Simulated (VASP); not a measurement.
# Al8CN7 (a cell with a defect) in VASP: relaxation of the atoms with PBE

Aim: the relaxation of the atoms of Al8CN7 (a cell with a defect) with PBE.

Program: VASP 6.6.1. These are calculated values, not measurements. Logs are shortened: lines on timing, memory, paths and dates and some standing lists are left out, and cuts for length are marked.

## 1. The structure

The cell holds a defect, 16 atoms: a = 5.016 Å, b = 6.256 Å, c = 6.256 Å, α = 120.00°, β = 90.00°, γ = 90.00°.

## 2. Relaxation of the atoms, PBE

Input file INCAR:

```
PREC = Normal
ENCUT = 450
EDIFF = 1E-6
ISMEAR = 0
SIGMA = 0.01
LREAL = Auto
LASPH = T
NELM = 80
ALGO = Normal
ISIF = 2
LWAVE = F
LCHARG = F
GGA = PE
IBRION = 2
NSW = 70
EDIFFG = -0.025
ICORELEVEL = 1
NELECT = 64.0
ISYM = 0
```

Input file KPOINTS:

```
regular mesh
0
Gamma
  2 2 2
```

Input file POSCAR:

```
Al8CN7
1.0
    0.0000000000      0.0000000000      5.0159260000
    6.2557320000      0.0000000000      0.0000000000
   -3.1278660000      5.4176240000      0.0000000000
Al C N
8 1 7
Direct
    0.9964110900      0.1758268800      0.3490866600
    0.9992990000      0.1666665000      0.8333335000
    0.9992990000      0.6666665000      0.3333335000
    0.9992990000      0.6666665000      0.8333335000
    0.5059653300      0.3451563000      0.1827291100
    0.4960645300      0.3472954100      0.6689722900
    0.4977589200      0.8332786400      0.1702787500
    0.4992990000      0.8333335000      0.6666665000
    0.3782008300      0.1624942700      0.3292109400
    0.3807010000      0.1666665000      0.8333335000
    0.3807010000      0.6666665000      0.3333335000
    0.3807010000      0.6666665000      0.8333335000
    0.8807010000      0.3333335000      0.1666665000
    0.8807010000      0.3333335000      0.6666665000
    0.8807010000      0.8333335000      0.1666665000
    0.8807010000      0.8333335000      0.6666665000
```

Potentials or basis: VASP PAW PBE potentials, release 64 (Al, C, N).

Started as:

```
$ cat potpaw_PBE.64/Al/POTCAR potpaw_PBE.64/C/POTCAR potpaw_PBE.64/N/POTCAR > POTCAR
$ mpirun -np 4 vasp_std > vasp.out
```

OUTCAR:

```text
PREC = Normal
   ENCUT = 450
   EDIFF = 1E-6
   ISMEAR = 0
   LREAL = Auto
   LASPH = T
   NELM = 80
   ISIF = 2
   GGA = PE
   IBRION = 2
   NSW = 70
   EDIFFG = -0.025
   NELECT = 64.0
   ISYM = 0

 ion  position               nearest neighbor table
   1  0.996  0.176  0.349-  14 1.82   9 1.92  13 1.93  15 1.95   6 3.05   4 3.05   6 3.05   2 3.06
                             5 3.06   7 3.11   3 3.12   7 3.13   5 3.14   3 3.14   2 3.20   4 3.21
   2  0.999  0.167  0.833-  16 1.90  13 1.90  14 1.90  10 1.91   1 3.06   8 3.09   8 3.09   6 3.12
                             5 3.12   4 3.13   4 3.13   3 3.13   3 3.13   6 3.14   5 3.17   1 3.20
   3  0.999  0.667  0.333-  13 1.90  16 1.90  15 1.90  11 1.91   5 3.03   7 3.07   5 3.08   7 3.09
                             8 3.09   8 3.09   1 3.12   4 3.13   2 3.13   4 3.13   2 3.13   1 3.14
   4  0.999  0.667  0.833-  14 1.90  15 1.90  16 1.90  12 1.91   6 3.03   1 3.05   6 3.06   8 3.09
                             8 3.09   7 3.10   7 3.11   2 3.13   2 3.13   3 3.13   3 3.13   1 3.21
   5  0.506  0.345  0.183-  11 1.85  13 1.88   9 1.90  10 1.99   3 3.03   6 3.04   8 3.04   1 3.06
                             3 3.08   7 3.09   2 3.12   1 3.14   7 3.16   2 3.17   8 3.22   6 3.22
   6  0.496  0.347  0.669-  12 1.82  14 1.93   9 1.94  10 1.96   4 3.03   5 3.04   8 3.05   1 3.05
                             1 3.05   4 3.06   7 3.09   2 3.12   2 3.14   7 3.17   8 3.21   5 3.22
   7  0.498  0.833  0.170-  11 1.88   9 1.88  12 1.92  15 1.92   3 3.07   3 3.09   6 3.09   5 3.09
                             4 3.10   8 3.11   4 3.11   1 3.11   1 3.13   8 3.15   5 3.16   6 3.17
   8  0.499  0.833  0.667-  10 1.90  11 1.90  12 1.90  16 1.91   5 3.04   6 3.05   2 3.09   2 3.09
                             3 3.09   3 3.09   4 3.09   4 3.09   7 3.11   7 3.15   6 3.21   5 3.22
   9  0.378  0.162  0.329-   7 1.88   5 1.90   1 1.92   6 1.94
  10  0.381  0.167  0.833-   8 1.90   2 1.91   6 1.96   5 1.99
  11  0.381  0.667  0.333-   5 1.85   7 1.88   8 1.90   3 1.91
  12  0.381  0.667  0.833-   6 1.82   8 1.90   4 1.91   7 1.92
  13  0.881  0.333  0.167-   5 1.88   3 1.90   2 1.90   1 1.93
  14  0.881  0.333  0.667-   1 1.82   4 1.90   2 1.90   6 1.93
  15  0.881  0.833  0.167-   4 1.90   3 1.90   7 1.92   1 1.95
  16  0.881  0.833  0.667-   2 1.90   3 1.90   4 1.90   8 1.91

IMPORTANT INFORMATION: All symmetrisations will be switched off!
NOSYMM: (Re-)initialisation of all symmetry stuff for point group C_1.

----------------------------------------------------------------------------------------

                                     Primitive cell

  volume of cell :     169.9958

  direct lattice vectors                    reciprocal lattice vectors
     0.000000000  0.000000000  5.015926000     0.000000000  0.000000000  0.199364983
     6.255732000  0.000000000  0.000000000     0.159853395  0.092291381  0.000000000
    -3.127866000  5.417624000  0.000000000     0.000000000  0.184582762  0.000000000

  length of vectors
     5.015926000  6.255732000  6.255733012     0.199364983  0.184582792  0.184582762

  position of ions in fractional coordinates (direct lattice)
     0.996411090  0.175826880  0.349086660
     0.999299000  0.166666500  0.833333500
     0.999299000  0.666666500  0.333333500
     0.999299000  0.666666500  0.833333500
[... 116 lines left out ...]
   LRPA    =     F    only Hartree local field effects (RPA)
 conjugate gradient relaxation of ions
 non-spin polarized calculation
 Gauss-broadening in eV      SIGMA  =   0.01
  energy-cutoff  :      450.00
  volume of cell :      170.00
 maximum number of plane-waves:      3726
   NGX = 17   NGY = 21   NGZ = 21

--------------------------------------- Ionic step        1  -------------------------------------------

 number of electron      63.9999973 magnetization

 Free energy of the ion-electron system (eV)
  ---------------------------------------------------
  ext. energy  EPLUGINS =         0.00000000
  ---------------------------------------------------
  free energy    TOTEN  =      -108.05807574 eV

  energy without entropy =     -108.05807574  energy(sigma->0) =     -108.05807574

------------------------ aborting loop because EDIFF is reached ----------------------------------------

  FORCE on cell =-STRESS in cart. coord.  units (eV):
  Direction    XX          YY          ZZ          XY          YZ          ZX
  --------------------------------------------------------------------------------------
  -------------------------------------------------------------------------------------
  Total       15.3157389     14.5281371     14.2840689      0.7414970     -1.3737003     -0.7133065
  in kB      144.3478832    136.9248885    134.6245925      6.9884659    -12.9468603     -6.7227766
  external PRESSURE =     138.6324547 kB  Pullay stress =       0.0000000 kB
[... 131 lines left out ...]
  FREE ENERGIE OF THE ION-ELECTRON SYSTEM (eV)
  ---------------------------------------------------
  free  energy   TOTEN  =      -108.3677247065 eV

  energy  without entropy=     -108.3677247065  energy(sigma->0) =     -108.36772471

[... ionic steps 4 to 7 ...]

--------------------------------------- Ionic step        8  -------------------------------------------

 number of electron      63.9999983 magnetization

------------------------ aborting loop because EDIFF is reached ----------------------------------------
[... 95 lines left out ...]
--------------------------------------- Ionic step       10  -------------------------------------------

 number of electron      63.9999983 magnetization

 Free energy of the ion-electron system (eV)
  ---------------------------------------------------
  ext. energy  EPLUGINS =         0.00000000
  ---------------------------------------------------
  free energy    TOTEN  =      -108.39225531 eV

  energy without entropy =     -108.39225531  energy(sigma->0) =     -108.39225531

 the core state eigenenergies are
   1-  1s  -1497.0192  2s    -94.4601  2p    -55.9067
   2-  1s  -1497.5255  2s    -94.9581  2p    -56.4051
   3-  1s  -1497.5233  2s    -94.9565  2p    -56.4034
   4-  1s  -1497.5214  2s    -94.9551  2p    -56.4020
   5-  1s  -1496.5959  2s    -94.1554  2p    -55.5964
   6-  1s  -1496.5977  2s    -94.1569  2p    -55.5979
   7-  1s  -1496.6010  2s    -94.1592  2p    -55.6003
   8-  1s  -1497.6417  2s    -95.0409  2p    -56.4894
   9-  1s   -254.5230
  10-  1s   -367.7140
  11-  1s   -367.7135
  12-  1s   -367.7136
  13-  1s   -367.7295
  14-  1s   -367.7288
  15-  1s   -367.7310
  16-  1s   -368.1307

 E-fermi :   7.1051     XC(G=0): -10.9279

 val. band max:        7.0135231132   @ k =   0.0000   0.0000   0.0000
 cond. band min:      10.3056453938   @ k =   0.0000   0.0000   0.0000
 fundamental gap:      3.2921222805
 Fermi energy:         7.1050693128

 k-point     1 :       0.0000    0.0000    0.0000
  band No.  band energies     occupation
      1      -9.1021      2.00000
      2      -7.2796      2.00000
      3      -7.2786      2.00000
      4      -7.1716      2.00000
      5      -7.0498      2.00000
      6      -6.5836      2.00000
[... 408 lines left out ...]
  FREE ENERGIE OF THE ION-ELECTRON SYSTEM (eV)
  ---------------------------------------------------
  free  energy   TOTEN  =      -108.3922553128 eV

  energy  without entropy=     -108.3922553128  energy(sigma->0) =     -108.39225531

 reached required accuracy - stopping structural energy minimisation
```

OSZICAR:

```text
N       E                     dE             d eps       ncg     rms          rms(c)
DAV:   1     0.239773788437E+03    0.23977E+03   -0.27552E+04   704   0.117E+03
DAV:   2    -0.106087438184E+03   -0.34586E+03   -0.33050E+03   912   0.243E+02
DAV:   3    -0.128583112574E+03   -0.22496E+02   -0.22353E+02   872   0.662E+01
[... 79 lines left out ...]
DAV:   1    -0.108392237752E+03   -0.26559E-03   -0.50183E-02   712   0.112E+00    0.379E-02
DAV:   2    -0.108392274913E+03   -0.37161E-04   -0.81788E-04   864   0.127E-01    0.260E-02
DAV:   3    -0.108392257022E+03    0.17891E-04   -0.32997E-05   840   0.333E-02    0.124E-02
DAV:   4    -0.108392255245E+03    0.17772E-05   -0.21867E-05   832   0.213E-02    0.517E-03
DAV:   5    -0.108392255313E+03   -0.68218E-07   -0.27214E-06   560   0.970E-03
  10 F= -.10839226E+03 E0= -.10839226E+03  d E =-.283325E-03
```

CONTCAR:

```text
Al8CN7
   1.00000000000000
     0.0000000000000000    0.0000000000000000    5.0159260000000003
     6.2557320000000001    0.0000000000000000    0.0000000000000000
    -3.1278660000000000    5.4176240000000000    0.0000000000000000
  Al              C               N
     8     1     7
Direct
     0.9947020480272252    0.1680658189736922    0.3354023145800861
     0.0021888533830745    0.1710501093664069    0.8367497481813854
     0.0022557596635846    0.6671441308430397    0.3330734125738233
     0.0021808636356719    0.6675513718234086    0.8363223919079669
     0.4976363741410863    0.3338998231878243    0.1702160577870524
     0.4978568726767555    0.3343819162072133    0.6666119623719997
[... 8 lines left out ...]
     0.8796414981315080    0.8287119320058028    0.1655135831514112
     0.8819539639645340    0.8353383808531781    0.6685998464722247

  0.00000000E+00  0.00000000E+00  0.00000000E+00
  0.00000000E+00  0.00000000E+00  0.00000000E+00
  0.00000000E+00  0.00000000E+00  0.00000000E+00
  0.00000000E+00  0.00000000E+00  0.00000000E+00
  0.00000000E+00  0.00000000E+00  0.00000000E+00
  0.00000000E+00  0.00000000E+00  0.00000000E+00
[... 8 lines left out ...]
  0.00000000E+00  0.00000000E+00  0.00000000E+00
  0.00000000E+00  0.00000000E+00  0.00000000E+00
```

It took 49 s on 4 MPI ranks of Intel Xeon Platinum 8259CL at 2.50GHz (Skylake/Cascade Lake), shared host; peak memory 0.12 GiB.

Results:

* Free energy: -108.3923 eV
* Energy gained by relaxing: 20.9 meV/atom
* Ionic steps: 10
* Largest force after relaxing: 0.021 eV/Å
* Band gap on the k mesh: 3.29 eV, direct

Forces on the atoms (eV/Å):
```
Al   0.015  0.010 -0.012
Al   0.002 -0.002  0.000
Al   0.004 -0.005 -0.008
Al  -0.013  0.004  0.006
Al   0.006 -0.002 -0.002
Al  -0.001 -0.006 -0.010
Al  -0.001  0.012  0.000
Al  -0.008  0.001  0.002
C   -0.008 -0.015  0.013
N   -0.008  0.001  0.003
N    0.002  0.006 -0.004
N   -0.012  0.004  0.008
N    0.012 -0.014  0.005
N   -0.005  0.005  0.002
N    0.014 -0.003 -0.005
N    0.000  0.004  0.002
```

Step by step:
| step | energy change (eV) | largest force (eV/Å) | pressure (GPa) |
| --- | --- | --- | --- |
| 1 | 0.0000 | 2.1402 | 13.86 |
| 2 | -0.2394 | 1.3716 | 13.75 |
| 3 | -0.3096 | 0.5394 | 13.54 |
| 4 | -0.3285 | 0.1666 | 13.44 |
| 5 | -0.3286 | 0.1549 | 13.45 |
| 6 | -0.3325 | 0.0743 | 13.44 |
| 7 | -0.3327 | 0.0935 | 13.44 |
| 8 | -0.3339 | 0.0350 | 13.43 |
| 9 | -0.3339 | 0.0381 | 13.43 |
| 10 | -0.3342 | 0.0213 | 13.43 |

Final structure:
```cif
data_structure
_symmetry_space_group_name_H-M 'P 1'
_symmetry_Int_Tables_number 1
_cell_length_a 5.0159
_cell_length_b 6.2557
_cell_length_c 6.2557
_cell_angle_alpha 120.000
_cell_angle_beta 90.000
_cell_angle_gamma 90.000
_cell_volume 170.00
loop_
_atom_site_label
_atom_site_type_symbol
_atom_site_fract_x
_atom_site_fract_y
_atom_site_fract_z
_atom_site_occupancy
Al1 Al 0.99470 0.16807 0.33540 1
Al2 Al 0.00219 0.17105 0.83675 1
Al3 Al 0.00226 0.66714 0.33307 1
Al4 Al 0.00218 0.66755 0.83632 1
Al5 Al 0.49764 0.33390 0.17022 1
Al6 Al 0.49786 0.33438 0.66661 1
Al7 Al 0.49762 0.83782 0.16990 1
Al8 Al 0.49777 0.83548 0.66852 1
C1 C 0.37872 0.16870 0.33584 1
N1 N 0.38157 0.16897 0.83564 1
N2 N 0.38165 0.66839 0.33505 1
N3 N 0.38152 0.66890 0.83533 1
N4 N 0.87954 0.33794 0.16597 1
N5 N 0.87969 0.33837 0.67486 1
N6 N 0.87964 0.82871 0.16551 1
N7 N 0.88195 0.83534 0.66860 1
```

Core levels (eV, on the scale of the bands):
| atom | levels |
| --- | --- |
| 1 Al | 1s -1497.0, 2s -94.5, 2p -55.9 |
| 2 Al | 1s -1497.5, 2s -95.0, 2p -56.4 |
| 3 Al | 1s -1497.5, 2s -95.0, 2p -56.4 |
| 4 Al | 1s -1497.5, 2s -95.0, 2p -56.4 |
| 5 Al | 1s -1496.6, 2s -94.2, 2p -55.6 |
| 6 Al | 1s -1496.6, 2s -94.2, 2p -55.6 |

Caveat: the k mesh is coarse (spacing up to 0.63 Å⁻¹), so the values aren't converged; the cell is charged against a uniform background, so pressure and absolute levels hang on convention; the cutoff is under 1.25 times the usual one of these potentials, so pressure, stress and relaxed cells hold a basis-set (Pulay) error. Expect the measured gap to be larger: semilocal functionals such as PBE lack the derivative discontinuity.
